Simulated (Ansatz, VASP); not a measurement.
# CuRh2 (Rh-Cu-Rh stack, (111) layers) in two plane-wave programs

One calculation is typed for both programs; each brings its own data sets. How far apart do they land? Of the first pair: The structure shown is the start of the Ansatz relaxation below; VASP solves that cell, so the two are compared at the walk's first step.

Calculated with Ansatz 0.2.0; plane waves, with VASP 6.6.1 beside it; LDA.

**1. Set-up**

The cell holds 3 atoms: 2 Rh and 1 Cu. Cell: a = 2.557 Å, b = 2.557 Å, c = 32.137 Å, α = 90.0°, β = 90.0°, γ = 120.0°. It derives from CuRh2. Vacuum lies along c.

**2. Ansatz: relaxation, LDA**

Ansatz runs on its PAW soft_1 files.

The two programs are compared at the cell with which this relaxation starts, whose forces are those of its first step.

input.yaml

```yaml
crystal:
  lattice:
    - [2.5569289059, 0.0, 0.0]
    - [-1.278464453, 2.2143653882, 0.0]
    - [0.0, 0.0, 32.1369381666]
  atoms:
    - { symbol: Rh, position: [0.0, 0.0, 0.1706273153] }
    - { symbol: Cu, position: [0.3333333333, 0.6666666667, 0.2359974357] }
    - { symbol: Rh, position: [0.6666666667, 0.3333333333, 0.3013675562] }
  periodic: [true, true, false]
kpoints:
  mp_grid: { grid: [12, 12, 1] }
hamiltonian:
  xc: lda
  pseudopotentials: { kind: paw, azcp: { folder: soft_1 }, xc_functional: pbe }
scf:
  occupations: { method: methfessel_paxton, width: 0.2 }
output:
  forces: true
  stress: true
  eigenvalues: true
  write_density: true
  write_potential: true
  elf: true
  volumetric_format: npy
relax:
  adjacent_minimum: "off"
  f_tol: 0.001
  max_steps: 60
  cell: { stress_2d_tol: 0.002 }
```

On the command line:

```console
$ ansatz run input.yaml --threads 4 --pin off --max-ram 12288MiB --backend cpu --events-out ev --progress --plain --runs-dir out
```

Numbers of over 12 decimals in the logs are rounded to 6 here.

Log:

```text
Engine: ansatz 0.2.0, aarch64-unknown-linux-gnu
Pseudopotentials: kind: paw
Pseudopotential: Rh, paw, valence charge 17, recommended cutoff 420 eV (normal), soft_1/Rh.paw.azcp
Pseudopotential: Cu, paw, valence charge 19, recommended cutoff 420 eV (normal), soft_1/Cu.paw.azcp
Functional definition: SPW92
  exchange = slater_x
  correlation = pw_c
Crystal: 3 atoms, lattice volume = 181.959 Å³
Basis set: ecut = 420 eV, 3641 PW (Γ)
Bands: 32, of which v1, the nominal top of the filled ones, is band 27 counted from 1 (26 counted from 0)
Symmetry: 12 space group operations
Space group: P-3m1 (ITA 164), of the structure as read, at distance tolerance 5.7e-5 Å
k-points: 19 of 144
Non-local potential: Rh, projectors of the file, l = 0: 3, l = 1: 2, l = 2: 2, l = 3: 1
Non-local potential: Cu, projectors of the file, l = 0: 3, l = 1: 2, l = 2: 3, l = 3: 1
PAW form: soft (Blöchl's): semilocal exchange-correlation on the pseudo side does not see the compensation charge
PAW frozen core: Rh, regenerated for the run's functional, and the local potential with it (the file was generated under x = pbe(κ = 0.804, μ = 0.219515), c = pbe(β = 0.066725))
PAW frozen core: Cu, regenerated for the run's functional, and the local potential with it (the file was generated under x = pbe(κ = 0.804, μ = 0.219515), c = pbe(β = 0.066725))
PAW one-centre angular grid: Rh, 590 points (default); XC on 64 Gauss nodes
PAW one-centre angular grid: Cu, 590 points (default); XC on 64 Gauss nodes
Initial density: superposition of atomic densities (neutral atoms: chi_scale 0, normalization atom)
Initial wavefunctions: pseudopotential atomic-orbital guess
Functional: x = slater, c = lda
SCF iter   1: F=—  HF=-19113.680790 eV  |F-HF|=—  |Δ(HF+E_count)|=         —  Δρ=1.51e-1  dr2=3.27e1  ethr=3.10e-3  ⟨swp⟩=14.5  Hψ=4781  notcnv=0
preconditioner: auto → LDOS  [metal: Δε(μ)=0.034 eV  Ē_g=6.563 eV  σ=0.200 eV  W_gap=0.14  n_scr=22 (ndim 8)  ℏωp=14.8 eV  f_vac=0.741  D(μ)=10.38/eV (n_scr^D=122)  β→1.0]
SCF iter   2: F=—  HF=-19117.945859 eV  |F-HF|=—  |Δ(HF+E_count)|=    4.27e0  S|Δr|=    0.00e0  Δρ=9.16e-2  dr2=4.20e1  ethr=3.10e-3  ⟨swp⟩=5.3  Hψ=2169  notcnv=0  defer=9
SCF iter   3: F=—  HF=-19112.721007 eV  |F-HF|=—  |Δ(HF+E_count)|=    5.22e0  S|Δr|=    0.00e0  Δρ=1.10e-1  dr2=4.71e1  ethr=3.10e-3  ⟨swp⟩=3.8  Hψ=1745  notcnv=0  defer=11
SCF iter   4: F=—  HF=-19114.612621 eV  |F-HF|=—  |Δ(HF+E_count)|=    1.89e0  S|Δr|=    0.00e0  Δρ=2.22e-1  dr2=9.76e1  ethr=3.10e-3  ⟨swp⟩=3.9  Hψ=1827  notcnv=0  defer=9
SCF iter   5: F=—  HF=-19111.483232 eV  |F-HF|=—  |Δ(HF+E_count)|=    3.13e0  S|Δr|=    0.00e0  Δρ=7.71e-2  dr2=1.14e1  ethr=3.10e-3  ⟨swp⟩=3.0  Hψ=1470  notcnv=0  defer=7
SCF iter   6: F=—  HF=-19111.194374 eV  |F-HF|=—  |Δ(HF+E_count)|=   2.89e-1  S|Δr|=    0.00e0  Δρ=3.60e-2  dr2=3.28e0  ethr=3.10e-3  ⟨swp⟩=2.5  Hψ=1132  notcnv=0  defer=7
SCF iter   7: F=—  HF=-19111.109400 eV  |F-HF|=—  |Δ(HF+E_count)|=   8.50e-2  S|Δr|=    0.00e0  Δρ=2.25e-2  dr2=1.22e0  ethr=3.10e-3  ⟨swp⟩=1.8  Hψ=843  notcnv=0  defer=8
SCF iter   8: F=—  HF=-19111.036213 eV  |F-HF|=—  |Δ(HF+E_count)|=   7.32e-2  S|Δr|=    0.00e0  Δρ=8.34e-3  dr2=1.39e-1  ethr=2.29e-3  ⟨swp⟩=2.6  Hψ=742  notcnv=0  defer=8
SCF iter   9: F=—  HF=-19111.039319 eV  |F-HF|=—  |Δ(HF+E_count)|=   3.11e-3  S|Δr|=    0.00e0  Δρ=1.38e-3  dr2=6.82e-3  ethr=2.63e-4  ⟨swp⟩=2.5  Hψ=1097  notcnv=0  defer=12
SCF iter  10: F=—  HF=-19111.039596 eV  |F-HF|=—  |Δ(HF+E_count)|=   2.77e-4  S|Δr|=    0.00e0  Δρ=7.60e-4  dr2=9.89e-4  ethr=1.29e-5  ⟨swp⟩=3.2  Hψ=1332  notcnv=0  defer=12
[...]
preconditioner: auto → LDOS  [metal: Δε(μ)=0.034 eV  Ē_g=6.878 eV  σ=0.200 eV  W_gap=0.14  n_scr=22 (ndim 8)  ℏωp=14.8 eV  f_vac=0.746  D(μ)=6.68/eV (n_scr^D=26)  β→1.0]
[...]
SCF iter   4: F=—  HF=-19111.039354 eV  |F-HF|=—  |Δ(HF+E_count)|=   4.57e-9  S|Δr|=    0.00e0  Δρ=3.29e-6  dr2=1.38e-8  ethr=4.42e-11  ⟨swp⟩=3.3  Hψ=1248  notcnv=0
SCF iter   5: F=—  HF=-19111.039354 eV  |F-HF|=—  |Δ(HF+E_count)|=   3.32e-9  S|Δr|=    0.00e0  Δρ=1.98e-6  dr2=5.05e-9  ethr=2.61e-11  ⟨swp⟩=1.9  Hψ=887  notcnv=0
SCF iter   6: F=—  HF=-19111.039354 eV  |F-HF|=—  |Δ(HF+E_count)|=  3.64e-10  S|Δr|=    0.00e0  Δρ=6.74e-7  dr2=9.18e-10  ethr=9.52e-12  ⟨swp⟩=3.3  Hψ=1307  notcnv=0
SCF iter   7: F=—  HF=-19111.039354 eV  |F-HF|=—  |Δ(HF+E_count)|=  2.44e-10  S|Δr|=    0.00e0  Δρ=8.21e-7  dr2=1.03e-9  ethr=1.73e-12  ⟨swp⟩=1.9  Hψ=865  notcnv=0
SCF iter   8: F=—  HF=-19111.039354 eV  |F-HF|=—  |Δ(HF+E_count)|=  7.28e-11  S|Δr|=    0.00e0  Δρ=7.78e-7  dr2=8.34e-10  ethr=1.73e-12  ⟨swp⟩=1.2  Hψ=656  notcnv=0
SCF iter   9: F=—  HF=-19111.039354 eV  |F-HF|=—  |Δ(HF+E_count)|=  9.82e-11  S|Δr|=    0.00e0  Δρ=6.13e-7  dr2=5.02e-10  ethr=1.57e-12  ⟨swp⟩=1.2  Hψ=628  notcnv=0
SCF iter  10: F=—  HF=-19111.039354 eV  |F-HF|=—  |Δ(HF+E_count)|=  1.89e-10  S|Δr|=    0.00e0  Δρ=1.10e-7  dr2=2.11e-11  ethr=9.47e-13 (applied; sched 1.00e-12)  ⟨swp⟩=2.4  Hψ=1058  notcnv=0
SCF iter  11: F=—  HF=-19111.039354 eV  |F-HF|=—  |Δ(HF+E_count)|=  4.37e-11  S|Δr|=    0.00e0  Δρ=2.78e-8  dr2=2.09e-12  ethr=3.98e-14 (applied; sched 1.00e-12)  ⟨swp⟩=3.8  Hψ=1432  notcnv=0
SCF iter  12: F=—  HF=-19111.039354 eV  |F-HF|=—  |Δ(HF+E_count)|=  9.46e-11  S|Δr|=    0.00e0  Δρ=9.42e-9  dr2=2.77e-13  ethr=3.94e-15 (applied; sched 1.00e-12)  ⟨swp⟩=3.2  Hψ=1394  notcnv=0
SCF iter  13: F=-19111.039354 eV  HF=-19111.039354 eV  |F-HF|=5.82e-11  |Δ(HF+E_count)|=  5.09e-11  S|Δr|=    0.00e0  Δρ=2.64e-9  dr2=1.27e-14  ethr=1.00e-12  ⟨swp⟩=10.2  Hψ=3334  notcnv=0
SCF 5 converged in 13 iterations: F = -19111.039354 eV  dr2 = 1.27e-14
relax step   5: F+E_penalty+E_count = -19111.03935410 eV  Δ(F+E_penalty+E_count) = +1.827e-5 eV  max|allowed force component| = 1.792e-5 eV/Å  Δτ_max = 0.0000 Å  P = -0.002 N/m  Ω = 181.695 Å³  fix = [c, alpha, beta]  reactions: c -0.000 N/m  stress off target by 1.72e-3 N/m on what of the cell is left free  SCF on the basis re-selected at this cell (its energy is not comparable with the rows above)  (13 SCF iters)
basis re-selected at this cell: Δ(F+E_penalty+E_count) = +1.827e-5 eV, ΔP = -0.000 N/m vs the last step (what re-selecting the basis moved, of the pressure what is left beyond the Pulay correction that the steps carried, after the strain that the cell walked since its last selection, with what the two solves' SCF thresholds leave and, on support functions, any second-order correction that the steps lacked; it is no m [...]
WARN: The output density's exchange-correlation potential varies sharply where the density is thin. Do not read a vacuum level from v_tot or v_xc, or from such a field of the output density. On a cell that repeats whose density bears no net charge and no dipole along the vacuum's axis use v_es (v_loc + v_h of the components); under efield.dipole_correction with no amplitude use v_es + v_field, which holds any externa [...]
SCF converged after 13 iterations
Stability not checked: this state was not tested for a lower state beside it, because cold or Methfessel-Paxton smearing, or corrected tetrahedra, fill the levels in a way that the test cannot read (fill_not_monotonic; see scf.lower_state_search)
Free energy (F): -19111.039354 eV
Harris-Foulkes:  -19111.039354 eV  (|F-HF|=5.82e-11)
Internal energy: -19111.022692 eV  (E = F + TS)
E sigma→0 (E₀):  -19111.035189 eV
Entropy (-TS):   -0.016662 eV (-5.554 meV/atom)
Fermi energy:    -5.754550 eV
--- Per-component energies (eV) ---
  E_band       = -1891.952763
  E_kinetic    = 1340.547026
  E_local      = -279075.562531  (includes V_loc(G=0)·N_el)
  E_nonlocal   = 1504.370147
  E_hartree    = 138130.506934
  E_xc         = -469.694783
  E_vxc        = -594.314236  (∫ρ·V_xc dr)
  E_paw        = -8706.921020  (= ΣΔE_a)
  E_vpaw       = -1328.007985  (= ΣTr[D̂ρ^β])
  E_aug_tail   = 0.000928  (compensation charges beyond the density's cutoff)
  E_ewald      = 128164.035982
  E_core_change = 1.694625  (= ΣΔE_core)
  E_smearing   = -0.016662  (= −TS)
  E_closure    = -0.000000  (closes the sum)
  Σ components = -19111.039354   (vs F -19111.039354, Δ=0.00e0)
--- Forces (eV/Å), atoms counted from 1 ---
  atom   1  Rh    -0.00000000     0.00000000     0.00001792
  atom   2  Cu     0.00000000     0.00000000     0.00000000
  atom   3  Rh     0.00000000    -0.00000000    -0.00001792
  max |Σ_I F_I| component: 2.31e-18 eV/Å
--- 2D stress c σ (N/m, compression-positive) ---
       -0.001716      -0.000000      -0.000000
       -0.000000      -0.001716       0.000000
       -0.000000       0.000000      -0.000000
  P = ½ c Tr σ = -0.0017 N/m
--- Band table (eV; the first three rows and the last of 19) ---
  k-point 0: bands = [... 23 lower, -7.5688, -7.5688, -6.3531, -5.5234, -5.5234, -5.3259, -5.3259, -5.0472, ... 1 higher]
  k-point 1: bands = [... 23 lower, -7.5294, -7.5243, -6.7832, -6.3573, -5.5724, -5.3735, -5.0572, -3.8855, ... 1 higher]
  k-point 2: bands = [... 23 lower, -7.4999, -7.2802, -7.2315, -6.9748, -5.7128, -5.4911, -4.3178, -2.5115, ... 1 higher]
  k-point 18: bands = [... 23 lower, -7.4072, -6.8449, -5.9953, -5.9953, -0.1774, -0.1774, 1.0147, 3.1464, ... 1 higher]
--- Relaxed structure (4 steps of the walk, 4 accepted, 1 SCFs on fresh bases) ---
  F+E_penalty+E_count = -19111.03935410 eV   max|allowed force component| = 1.792e-5 eV/Å   (the final SCF, on the basis selected at the relaxed cell)
  cell:  # Å, volume = 181.6952 Å³
    - [2.555078, 2.884665740009778e-11, 0]
    - [-1.277539, 2.212763, 0]
    - [0, 0, 32.1369381666]
  atoms:
    - { symbol: Rh, position: [0, 0, 0.170489] }
    - { symbol: Cu, position: [0.333333, 0.666667, 0.235997] }
    - { symbol: Rh, position: [0.666667, 0.333333, 0.301505] }
```

In the SCF lines HF is the Harris–Foulkes energy and dr2 the Hartree energy of the density residual, in eV; the loop may stop once dr2 is under the threshold and the program's other checks hold. Hψ counts applications of the Hamiltonian.

**3. VASP: single point, LDA, start cell, pair 1**

The same cell, functional (in two slightly different forms), mesh and smearing now go to VASP, with its own data sets.

Lines of VASP's logs that name or quote its potential files are left out, and so is its time.

INCAR

```
SYSTEM = CuRh2
PREC = Accurate
ENCUT = 520
EDIFF = 1E-06
NELM = 120
ISMEAR = 1
SIGMA = 0.2
LREAL = .FALSE.
ALGO = Normal
GGA = CA
NBANDS = 26
LASPH = .TRUE.
LORBIT = 11
LWAVE = .FALSE.
LCHARG = .FALSE.
ISIF = 2
LDIPOL = .TRUE.
IDIPOL = 3
DIPOL = 0.5 0.5 0.236
LVHAR = .TRUE.
GGA_COMPAT = .FALSE.
NELMDL = -8
```

POSCAR

```
CuRh2
1.0
    2.5569290000      0.0000000000      0.0000000000
   -1.2784640000      2.2143650000      0.0000000000
    0.0000000000      0.0000000000     32.1369380000
Rh Cu
2 1
Direct
    0.0000000000      0.0000000000      0.1706273012
    0.6666664812      0.3333334839      0.3013675727
    0.3333333535      0.6666669677      0.2359974370
```

KPOINTS

```
Automatic mesh
0
Gamma
12 12 1
0 0 0
```

Potentials, in the order of the species: Rh_pv and Cu (LDA family, release 64).

On the command line:

```console
$ mpirun -np 1 vasp_std
```

Log:

```text
[banner, memory and clock lines left out]
running    1 mpi-ranks, on    1 nodes
 distrk:  each k-point on    1 cores,    1 groups
 distr:  one band on    1 cores,    1 groups

 POSCAR found type information on POSCAR RhCu
 POSCAR found :  2 types and       3 ions
 LDA part: xc-table for (Slater(with rela. corr.)+CA(PZ))
 , standard interpolation
 POSCAR, INCAR and KPOINTS ok, starting setup
 FFT: planning ... GRIDC
 FFT: planning ... GRID_SOFT
 FFT: planning ... GRID
 WAVECAR not read
 entering main loop
       N       E                     dE             d eps       ncg     rms          rms(c)
DAV:   1     0.356323691035E+03    0.35632E+03   -0.22608E+04  1292   0.144E+03
DAV:   2    -0.867247996131E+00   -0.35719E+03   -0.34609E+03  1088   0.389E+02
DAV:   3    -0.214356384226E+02   -0.20568E+02   -0.19506E+02  1274   0.107E+02
DAV:   4    -0.223664188664E+02   -0.93078E+00   -0.88129E+00  1176   0.200E+01
DAV:   5    -0.223980910313E+02   -0.31672E-01   -0.31632E-01  1364   0.435E+00
DAV:   6    -0.223992601769E+02   -0.11691E-02   -0.11687E-02  1272   0.638E-01
DAV:   7    -0.223992887420E+02   -0.28565E-04   -0.28565E-04  1412   0.112E-01
DAV:   8    -0.223992895580E+02   -0.81600E-06   -0.81558E-06  1130   0.155E-02    0.207E+01
DAV:   9    -0.288297942569E+02   -0.64305E+01   -0.12814E+02  1260   0.266E+02    0.169E+01
DAV:  10    -0.201282708670E+02    0.87015E+01   -0.26451E+01  1228   0.928E+01    0.411E+00
DAV:  11    -0.202066432739E+02   -0.78372E-01   -0.29788E+00  1438   0.460E+01    0.454E+00
DAV:  12    -0.201644574061E+02    0.42186E-01   -0.28558E+00  1326   0.463E+01    0.275E+00
DAV:  13    -0.200583786200E+02    0.10608E+00   -0.19043E-01  1386   0.145E+01    0.110E+00
DAV:  14    -0.200396434045E+02    0.18735E-01   -0.66918E-02  1498   0.783E+00    0.132E-01
[...]
DAV:  20    -0.200405497659E+02   -0.87726E-04   -0.15334E-05  1030   0.102E-01    0.118E-02
DAV:  21    -0.200406039055E+02   -0.54140E-04   -0.45434E-06   840   0.499E-02    0.548E-03
DAV:  22    -0.200406355007E+02   -0.31595E-04   -0.43230E-06   872   0.541E-02    0.231E-03
DAV:  23    -0.200406436369E+02   -0.81362E-05   -0.69716E-07   714   0.879E-03    0.332E-03
DAV:  24    -0.200406461362E+02   -0.24993E-05   -0.51685E-07   696   0.209E-02    0.854E-04
DAV:  25    -0.200406487213E+02   -0.25851E-05   -0.14729E-07   676   0.766E-03    0.185E-03
DAV:  26    -0.200406503005E+02   -0.15792E-05   -0.36503E-07   664   0.197E-02    0.702E-04
DAV:  27    -0.200406510088E+02   -0.70836E-06   -0.43607E-08   588   0.464E-03
   1 F= -.20040651E+02 E0= -.20035212E+02  d E =-.163179E-01
```

OUTCAR, selected parts (step 3):

```text
ion  position               nearest neighbor table
   1  0.000  0.000  0.171-   3 2.57   3 2.57   3 2.57
   2  0.667  0.333  0.301-   3 2.57   3 2.57   3 2.57
   3  0.333  0.667  0.236-   1 2.57   2 2.57   2 2.57   1 2.57   1 2.57   2 2.57

  LATTYP: Found a hexagonal cell.
 ALAT       =     2.5569290000
 C/A-ratio  =    12.5685687792

 Subroutine GETGRP returns: Found 12 space group operations
 (whereof  6 operations were pure point group operations)

The static configuration has the point symmetry C_3v.
 The point group associated with its full space group is D_3d.

 Found     19 irreducible k-points:

   k-points           NKPTS =     19   k-points in BZ     NKDIM =     19   number of bands    NBANDS=     26

   dimension x,y,z NGX =    20 NGY =   20 NGZ =  240
   dimension x,y,z NGXF=    40 NGYF=   40 NGZF=  480

   ENCUT  =  520.0 eV  38.22 Ry    6.18 a.u.   4.75  4.75 59.75*2*pi/ulx,y,z

   NELECT =      41.0000    total number of electrons

 k-points in reciprocal lattice and weights: Automatic mesh
   0.00000000  0.00000000  0.00000000       0.007
   0.08333333 -0.00000000  0.00000000       0.042
   0.16666667  0.00000000  0.00000000       0.042
   0.25000000  0.00000000  0.00000000       0.042
   0.33333333  0.00000000  0.00000000       0.042
   0.41666667  0.00000000  0.00000000       0.042
   0.50000000  0.00000000  0.00000000       0.021
   0.08333333  0.08333333  0.00000000       0.042
   0.16666667  0.08333333  0.00000000       0.083
[...]
0.33333333  0.25000000  0.00000000       0.083
   0.33333333  0.33333333  0.00000000       0.014

 dipolmoment           0.000000      0.000000      0.000004 electrons x Angstroem

 average (electrostatic) potential at core
       1 -84.6443       2 -84.6442       3 -74.0641

 E-fermi :  -2.3036

 k-point     1 :       0.0000    0.0000    0.0000
  band No.  band energies     occupation
    ...
     16      -4.9198      2.00000
     17      -4.9198      2.00000
     18      -4.1391      2.00000
     19      -4.1391      2.00000
     20      -2.8817      2.00034
     21      -2.0720     -0.06941
     22      -2.0720     -0.06942
     23      -1.8730     -0.00946
     24      -1.8730     -0.00946
     25      -1.5663     -0.00000
    ...

 k-point     2 :       0.0833   -0.0000    0.0000
  band No.  band energies     occupation
    ...
     17      -4.6955      2.00000
     18      -4.0956      2.00000
     19      -4.0912      2.00000
     20      -3.3198      2.00000
     21      -2.8958      2.00023
     22      -2.1209     -0.02736
     23      -1.9208     -0.02089
     24      -1.5963     -0.00001
     25      -0.4146     -0.00000
     26       3.4076      0.00000

 k-point     3 :       0.1667    0.0000    0.0000
  band No.  band energies     occupation
    ...
     18      -4.0516      2.00000
     19      -3.8233      2.00000
     20      -3.7877      2.00000
     21      -3.5244      2.00000
     22      -2.2611      0.64887
     23      -2.0388     -0.06826
     24      -0.8483     -0.00000
     25       0.9592     -0.00000
     26       4.0053      0.00000

  Total        0.1031736      0.1031735      0.2290762      0.0000000      0.0000000      0.0000000
  in kB        0.9084618      0.9084614      2.0170573      0.0000002      0.0000000      0.0000000
  external PRESSURE =       1.2779935 kB  Pullay stress =       0.0000000 kB

  energy-cutoff  :      520.00
  volume of cell :      181.96
      direct lattice vectors                 reciprocal lattice vectors
     2.556929000  0.000000000  0.000000000     0.391094160  0.225798278  0.000000000
    -1.278464000  2.214365000  0.000000000     0.000000000  0.451596733  0.000000000
     0.000000000  0.000000000 32.136938000     0.000000000  0.000000000  0.031116841

 POSITION                                       TOTAL-FORCE (eV/Angst)
 -----------------------------------------------------------------------------------
      0.00000      0.00000      5.48344         0.000000     -0.000000     -0.060585
      1.27846      0.73812      9.68503        -0.000000      0.000000      0.060585
      0.00000      1.47624      7.58424        -0.000000      0.000000     -0.000000
 -----------------------------------------------------------------------------------
    total drift:                                0.000678     -0.000399      0.000585

  FREE ENERGIE OF THE ION-ELECTRON SYSTEM (eV)
  ---------------------------------------------------
  free  energy   TOTEN  =       -20.0406510088 eV

  energy  without entropy=      -20.0243330991  energy(sigma->0) =      -20.03521171

 vacuum level on the upper side and lower side of the slab         3.456         3.456

 total charge
# of ion       s       p       d       tot
------------------------------------------
    1        0.443   6.258   7.158  13.859
    2        0.443   6.258   7.158  13.859
    3        0.459   0.446   9.182  10.087
--------------------------------------------------
tot          1.345  12.963  23.497  37.804

[... 3 further parts left out ...]
```

This run has no spin polarisation. Its electron count is odd, so without a moment it is a metal by construction.

**4. Side by side**

Known differences besides the potentials themselves: the two LDA forms differ slightly; Ansatz cuts the interaction across the vacuum, VASP repeats the sheet with a dipole correction (LDIPOL); the data sets hold 53 valence electrons in Ansatz (on its PAW soft_1 files) and 41 in VASP; the cutoff is 420 eV in Ansatz and 520 eV in VASP; VASP's log shows a relativistic correction to its local exchange, Ansatz's none. Total energies have different zeros and are not compared.

Forces (eV/Å; atoms numbered as in POSCAR):

```tsv
atom	Ansatz x, y, z	VASP x, y, z
Rh1	0.000, 0.000, -0.020	0.000, 0.000, -0.061
Rh2	0.000, 0.000, 0.020	0.000, 0.000, 0.061
Cu3	0.000, 0.000, 0.000	0.000, 0.000, 0.000
```

The forces differ by 19 meV/Å r.m.s., where the r.m.s. force is 0.009 eV/Å in Ansatz and 0.029 eV/Å in VASP: the atoms lie near their places of rest in Ansatz, so a percentage would say little (all taken over all components). Where the cell holds vacuum, a pressure given here is an average over it and none of the material.

**5. Other set-ups**

Further runs change the set-up of one program: Ansatz's method, potentials or start, or VASP's data sets, cutoff or form of LDA. The table gives that difference for each run.

```tsv
run	r.m.s. force difference (meV/Å)
as above	19
VASP with the data sets Rh_sv_GW and Cu_sv_GW and a cutoff of 610 eV	15
```

**6. Ansatz: relaxation, LDA**

This run makes the geometry at which the two programs are then compared.

The structure compared here is the end of the Ansatz relaxation.

This is the run of step 2 again, met here at its other cell.

(Part 1 of 2 ends here.)

[Lines on the potential files, build, host, timing and source positions are cut from VASP's logs without a mark.]

[Logs are printed without paths, hosts, clocks, repeated set-up lines and the standing remarks that a program may print on its own settings, such as how far it seeks lower states.]

[Hosts, paths, dates, database ids (printed as entryN), source tags and the programs' standing remarks are cut or masked in the printed files.]
